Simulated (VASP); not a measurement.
# SmPd2 (I4/mmm) in VASP: reference runs

Aim: a first look at SmPd2 with PBE, on the cell as given.

Everything below comes from runs of VASP 6.6.1. Logs are shortened: lines on timing, memory, paths and dates and some standing lists are left out, and cuts for length are marked.

## Step 1: The structure

The structure is tetragonal, space group I4/mmm (No. 139). The conventional cell has a = 3.947 Å, b = 3.947 Å, c = 8.738 Å, α = 90.00°, β = 90.00°, γ = 90.00°. Sm (site symmetry 4/mmm) has 8 Pd at 2.94 Å as nearest neighbours. Pd (site symmetry -4m2) has 4 Pd at 2.79 Å and 4 Sm at 2.94 Å as nearest neighbours.

The cell comes from a database or a generator and needn't be the stable form of this composition.

## Step 2: Single point, PBE, collinear spin, ferromagnetic start

File INCAR:

```
PREC = Accurate
ENCUT = 520
EDIFF = 1E-7
ISMEAR = -1
SIGMA = 0.05
LREAL = False
LASPH = True
NELM = 150
ALGO = Normal
ISIF = 2
LWAVE = False
LCHARG = False
ISPIN = 2
MAGMOM = 5 0 0
LORBIT = 11
LMAXMIX = 6
GGA = PE
NBANDS = 29
```

File KPOINTS:

```
Automatic mesh
0
Gamma
  10 10 10
```

File POSCAR:

```
SmPd2
1.0
   -1.9737260000      1.9737260000      4.3690780000
    1.9737260000     -1.9737260000      4.3690780000
    1.9737260000      1.9737260000     -4.3690780000
Sm Pd
1 2
Direct
    0.0000000000      0.0000000000      0.0000000000
    0.2500000000      0.7500000000      0.5000000000
    0.7500000000      0.2500000000      0.5000000000
```

Potentials or basis: VASP PAW PBE potentials, release 64 (Sm, Pd).

Started as:

```
cat potpaw_PBE.64/Sm/POTCAR potpaw_PBE.64/Pd/POTCAR > POTCAR
mpirun -np 1 vasp_std > vasp.out
```

OUTCAR:

```text
PREC = Accurate
   ENCUT = 520
   EDIFF = 1E-7
   ISMEAR = -1
   LREAL = False
   LASPH = True
   NELM = 150
   ISIF = 2
   ISPIN = 2
   LORBIT = 11
   GGA = PE

 ion  position               nearest neighbor table
   1  0.000  0.000  0.000-   3 2.94   2 2.94   2 2.94   3 2.94   2 2.94   3 2.94   3 2.94   2 2.94

   2  0.250  0.750  0.500-   3 2.79   3 2.79   3 2.79   3 2.79   1 2.94   1 2.94   1 2.94   1 2.94

   3  0.750  0.250  0.500-   2 2.79   2 2.79   2 2.79   2 2.79   1 2.94   1 2.94   1 2.94   1 2.94

  LATTYP: Found a body centered tetragonal cell.
 ALAT       =     3.9474520000
 C/A-ratio  =     2.2136193170

  Lattice vectors:

 A1 = (  -1.9737260000,   1.9737260000,   4.3690780000)
 A2 = (   1.9737260000,  -1.9737260000,   4.3690780000)
 A3 = (   1.9737260000,   1.9737260000,  -4.3690780000)

Analysis of symmetry for initial positions (statically):
=====================================================================
 Subroutine PRICEL returns:
 Original cell was already a primitive cell.

 Routine SETGRP: Setting up the symmetry group for a
 body centered tetragonal supercell.

 Subroutine GETGRP returns: Found 16 space group operations
 (whereof 16 operations were pure point group operations)
 out of a pool of 16 trial point group operations.

The static configuration has the point symmetry D_4h.

Analysis of symmetry for dynamics (positions and initial velocities):
=====================================================================
 Subroutine PRICEL returns:
 Original cell was already a primitive cell.

 Routine SETGRP: Setting up the symmetry group for a
 body centered tetragonal supercell.

 Subroutine GETGRP returns: Found 16 space group operations
 (whereof 16 operations were pure point group operations)
 out of a pool of 16 trial point group operations.

The dynamic configuration has the point symmetry D_4h.

Analysis of structural, dynamic, and magnetic symmetry:
=====================================================================
 Subroutine PRICEL returns:
 Original cell was already a primitive cell.

 Routine SETGRP: Setting up the symmetry group for a
 body centered tetragonal supercell.

 Subroutine GETGRP returns: Found 16 space group operations
 (whereof 16 operations were pure point group operations)
 out of a pool of 16 trial point group operations.

The overall configuration has the point symmetry D_4h.

 Subroutine INISYM returns: Found 16 space group operations
 (whereof 16 operations are pure point group operations),
 and found     1 'primitive' translations

----------------------------------------------------------------------------------------

                                     Primitive cell

  volume of cell :      68.0806

  direct lattice vectors                    reciprocal lattice vectors
    -1.973726000  1.973726000  4.369078000     0.000000000  0.253327970  0.114440621
     1.973726000 -1.973726000  4.369078000     0.253327970  0.000000000  0.114440621
     1.973726000  1.973726000 -4.369078000     0.253327970  0.253327970  0.000000000

  length of vectors
     5.184595569  5.184595569  5.184595569     0.277977905  0.277977905  0.358259850

  position of ions in fractional coordinates (direct lattice)
     0.000000000  0.000000000  0.000000000
     0.250000000  0.750000000  0.500000000
     0.750000000  0.250000000  0.500000000

  ion indices of the primitive-cell ions
   primitive index   ion index
                 1           1
                 2           2
                 3           3

----------------------------------------------------------------------------------------

 KPOINTS: Automatic mesh

Automatic generation of k-mesh.
 Grid dimensions read from file:
 generate k-points for:   10   10   10

 Generating k-lattice:

  Cartesian coordinates                     Fractional coordinates (reciprocal lattice)
     0.000000000  0.025332797  0.011444062     0.100000000 -0.000000000  0.000000000
     0.025332797  0.000000000  0.011444062    -0.000000000  0.100000000  0.000000000
     0.025332797  0.025332797  0.000000000     0.000000000  0.000000000  0.100000000

  Length of vectors
     0.027797791  0.027797791  0.035825985

  Shift w.r.t. Gamma in fractional coordinates (k-lattice)
     0.000000000  0.000000000  0.000000000

 Subroutine IBZKPT returns following result:
 ===========================================

 Found    102 irreducible k-points:

 Following reciprocal coordinates:
            Coordinates               Weight
  0.000000  0.000000  0.000000      1.000000
  0.100000 -0.000000  0.000000      8.000000
  0.200000 -0.000000  0.000000      8.000000
  0.300000 -0.000000  0.000000      8.000000
  0.400000 -0.000000  0.000000      8.000000
  0.500000  0.000000  0.000000      4.000000
[... 16 lines left out ...]
  0.300000  0.300000  0.000000      8.000000
  0.400000  0.300000  0.000000     16.000000
 [... further k-points ...]
   k-points           NKPTS =    102   k-points in BZ     NKDIM =    102   number of bands    NBANDS=     29
   number of dos      NEDOS =    301   number of ions     NIONS =      3
   total plane-waves  NPLWV =  64000
   dimension x,y,z NGX =    40 NGY =   40 NGZ =   40
   dimension x,y,z NGXF=    80 NGYF=   80 NGZF=   80
   ions per type =               1   2
   NGX,Y,Z   is equivalent  to a cutoff of  12.83, 12.83, 12.83 a.u.
   NGXF,Y,Z  is equivalent  to a cutoff of  25.65, 25.65, 25.65 a.u.
 SYSTEM =  unknown system
   PREC   = accura    normal or accurate (medium, high low for compatibility)
   ISTART =      0    job   : 0-new  1-cont  2-samecut
   ICHARG =      2    charge: 1-file 2-atom 10-const
   ISPIN  =      2    spin polarized calculation?
   LNONCOLLINEAR =      F non collinear calculations
   LSORBIT =      F    spin-orbit coupling
   LASPH  =      T    aspherical Exc in radial PAW
   ENCUT  =  520.0 eV  38.22 Ry    6.18 a.u.   9.64  9.64  9.64*2*pi/ulx,y,z
   NELM   =    150;   NELMIN=  2; NELMDL= -5     # of ELM steps
   EDIFF  = 0.1E-06   stopping-criterion for ELM
   LREAL  =      F    real-space projection
   EDIFFG = 0.1E-05   stopping-criterion for IOM
   NSW    =      0    number of steps for IOM
   IBRION =     -1    ionic relax: 0-MD 1-quasi-New 2-CG
   NFREE  =      0    steps in history (QN), initial steepest desc. (CG)
   ISIF   =      2    stress and relaxation
   ISYM   =      2    0-nonsym 1-usesym 2-fastsym
   POTIM  = 0.5000    time-step for ionic-motion
   TEBEG  =    0.0;   TEEND  =   0.0 temperature during run
   PSTRESS=    0.0 pullay stress
   NELECT =      36.0000    total number of electrons
   NUPDOWN=      -1.0000    fix difference up-down
   EMIN   =  10.00;   EMAX   =-10.00  energy-range for DOS
   EFERMI =   0.00;   METHOD = LEGACY
   ISMEAR =    -1;   SIGMA  =   0.05  broadening in eV -4-tet -1-fermi 0-gaus
   EFERMI_NEDOS =   21; number of points for ismear=-14 and -15
   IALGO  =     38    algorithm
   IMIX   =      4    mixing-type and parameters
     AMIX     =   0.40;   BMIX     =  1.00
     AMIX_MAG =   1.60;   BMIX_MAG =  1.00
  volume/ion in A,a.u.               =      22.69       153.14
  Fermi-wavevector in a.u.,A,eV,Ry     =   1.323837  2.501689 23.844812  1.752544
  Thomas-Fermi vector in A             =   2.453416
   LORBIT       =     11    0 simple, 1 ext, 2 COOP (PROOUT), +10 PAW based schemes
   GGA     = PE    functional components
   LHFCALC =     F    Hartree Fock is set to
   AEXX    =    0.0000 exact exchange contribution
   IVDW    =     0    specifies the selected vdW correction
   LEPSILON=     F    determine dielectric tensor
   LRPA    =     F    only Hartree local field effects (RPA)
 spin polarized calculation
  energy-cutoff  :      520.00
  volume of cell :       68.08
 maximum number of plane-waves:      1861
   NGX = 19   NGY = 19   NGZ = 19

 number of electron      36.0000000 magnetization       5.5793543

 Free energy of the ion-electron system (eV)
  ---------------------------------------------------
  ext. energy  EPLUGINS =         0.00000000
  ---------------------------------------------------
  free energy    TOTEN  =       -21.07246127 eV

  energy without entropy =      -20.97904149  energy(sigma->0) =      -21.02575138

 E-fermi :   5.3817     XC(G=0): -10.8692

 val. band max:        5.3810211837   @ k =   0.4000   0.4000   0.0000
 cond. band min:       5.3817287547   @ k =  -0.1000  -0.2000   0.1000
 fundamental gap:      0.0007075710
 Fermi energy:         5.3816598697

 spin component 1

 k-point     1 :       0.0000    0.0000    0.0000
  band No.  band energies     occupation
      1     -34.4636      1.00000
      2     -14.0716      1.00000
      3     -13.9858      1.00000
      4     -13.9858      1.00000
      5      -0.0080      1.00000
      6       1.3665      1.00000
[... 757 lines left out ...]
     28      10.2868      0.00000
     29      11.5233      0.00000

 [... further k-points ...]

 spin component 2

 k-point     1 :       0.0000    0.0000    0.0000
  band No.  band energies     occupation
      1     -31.9468      1.00000
      2     -12.3061      1.00000
      3     -12.1469      1.00000
      4     -12.1469      1.00000
      5       0.1653      1.00000
      6       1.3396      1.00000
[... 757 lines left out ...]
     28      10.8267      0.00000
     29      12.4231      0.00000

 [... further k-points ...]

------------------------ aborting loop because EDIFF is reached ----------------------------------------

  FORCE on cell =-STRESS in cart. coord.  units (eV):
  Direction    XX          YY          ZZ          XY          YZ          ZX
  --------------------------------------------------------------------------------------
  -------------------------------------------------------------------------------------
  Total        0.2601529      0.2601529      1.5209288      0.0000000     -0.0000000     -0.0000000
  in kB        6.1223158      6.1223158     35.7928219      0.0000000     -0.0000000     -0.0000000
  external PRESSURE =      16.0124845 kB  Pullay stress =       0.0000000 kB

 VOLUME and BASIS-vectors are now :
 -----------------------------------------------------------------------------
  energy-cutoff  :      520.00
  volume of cell :       68.08
      direct lattice vectors                 reciprocal lattice vectors
    -1.973726000  1.973726000  4.369078000     0.000000000  0.253327970  0.114440621
     1.973726000 -1.973726000  4.369078000     0.253327970  0.000000000  0.114440621
     1.973726000  1.973726000 -4.369078000     0.253327970  0.253327970  0.000000000

 POSITION                                       TOTAL-FORCE (eV/Angst)
 -----------------------------------------------------------------------------------
      0.00000      0.00000      0.00000         0.000000      0.000000     -0.000000
      1.97373      0.00000      2.18454        -0.000000      0.000000     -0.000000
      0.00000      1.97373      2.18454         0.000000     -0.000000      0.000000
 -----------------------------------------------------------------------------------
    total drift:                                0.000000     -0.000000     -0.000000

  FREE ENERGIE OF THE ION-ELECTRON SYSTEM (eV)
  ---------------------------------------------------
  free  energy   TOTEN  =       -21.0724612659 eV

  energy  without entropy=      -20.9790414903  energy(sigma->0) =      -21.02575138

 total charge

# of ion       s       p       d       f       tot
--------------------------------------------------
    1        2.064   5.647   0.465   5.454  13.630
    2        0.556   0.284   8.597   0.000   9.436
    3        0.556   0.284   8.597   0.000   9.436
--------------------------------------------------
tot          3.176   6.214  17.658   5.454  32.502

 magnetization (x)

# of ion       s       p       d       f       tot
--------------------------------------------------
    1       -0.010  -0.084   0.082   5.373   5.362
    2        0.003   0.020  -0.078   0.000  -0.055
    3        0.003   0.020  -0.078   0.000  -0.055
--------------------------------------------------
tot         -0.005  -0.044  -0.073   5.373   5.252
```

Wall time 27 min (1 thread of Intel Xeon Platinum 8488C (Sapphire Rapids), shared host); peak memory 0.56 GiB.

What came out:

```yaml
Free_energy: -21.0725 eV
Pressure: 1.6 GPa
Band_gap_on_the_k_mesh: none (metal or under the smearing width)
Net_moment: 5.58 μB per cell
Site_moments: Sm +5.36; Pd -0.06 μB
Valence_electrons_inside_the_program's_atomic_spheres: Sm 13.63; Pd 9.44
```

Caveat: the magnetic or orbital state may not be the lowest; spin-orbit coupling is left out, which moves the levels of the heavy elements; without U or exact exchange the open f shell lies at the Fermi level, which spoils levels, moments and volumes.
